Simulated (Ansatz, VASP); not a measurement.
# Hf2Br: VASP beside Ansatz

```
Hf Br
1.0
     2.06622    1.19293    5.18936
    -2.06622    1.19293    5.18936
     0.00000   -2.38587    5.18936
Hf Br
2 1
Direct
  0.59227 0.59227 0.59227
  0.77544 0.77544 0.77544
  0.18384 0.18384 0.18384
```

Alike in both runs: functional PBE; k mesh 5 × 5 × 5; occupations gaussian, width 0.2 eV; no spin polarisation.

Ansatz relaxed the structure, and its values are those at the end. VASP's run is a single point on that final structure, the one shown.

|  | VASP | Ansatz |
| --- | --- | --- |
| version | VASP 6.6.1 | Ansatz 0.2.0 |
| potentials or method | VASP PAW PBE potentials, release 64 (Hf_pv, Br) | scalar-relativistic, plane waves, PAW |
| plane-wave cutoff (eV) | 520 | 420 |
| valence electrons in the cell | 27 | 59 |

VASP gave:

* gap on the k mesh at the Fermi level (eV): none
* pressure (GPa): -0.1
* rms of the force components (eV/Å): 0.020

Task: Estimate Ansatz's values.

Result: gap on the k mesh at the Fermi level (eV): none; pressure (GPa): 0.3; rms of the force components (eV/Å): 0.006.

A gap of «none» marks a metal or a gap that the smearing closes. With one functional, cell and mesh, what is left measures potentials, basis and numerics. The two sets of potentials don't hold the same shells in valence.

Caveats: the k mesh is coarse (spacing up to 0.36 Å⁻¹), so the values aren't converged; an odd number of electrons without spin polarisation forces a metal; a magnetic or distorted state may lie lower. Spin-orbit coupling is left out, which matters for the levels of Hf.
